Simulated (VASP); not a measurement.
Runs of VASP 6.6.1 on MgO (Periclase). The structure is cubic, space group Fm-3m (No. 225). The conventional cell has a = 4.143 Å, b = 4.143 Å, c = 4.143 Å, α = 90.00°, β = 90.00°, γ = 90.00°. Mg (site symmetry m-3m) has 6 O at 2.07 Å as nearest neighbours. O (site symmetry m-3m) has 6 Mg at 2.07 Å as nearest neighbours. 

| task | cell | gap on the mesh (eV) | pressure (GPa) |
| --- | --- | --- | --- |
| relaxation of the atoms | atoms relaxed from: a relaxed cell with its volume scaled by 0.96 | 5.59 | 8.1 |
| relaxation of cell and atoms | relaxed | (a) | 0.1 |
| relaxation of the atoms | atoms relaxed from: a relaxed cell with its volume scaled by 0.94 | 5.82 | 12.7 |
| relaxation of the atoms | atoms relaxed from: a relaxed cell with its volume scaled by 1.02 | 4.95 | -3.4 |

Alike in all rows: level LDA; potentials or basis VASP PAW LDA potentials, release 64 (Mg, O); no spin polarisation; k mesh 12 × 12 × 12; cutoff (eV) 600; smearing gaussian 0.03 eV.

Task: Estimate the missing entries.

Result: (a) 5.16.

Caveats: the relaxation stopped at its first step, so nothing moved.

A k mesh can miss the band edges.
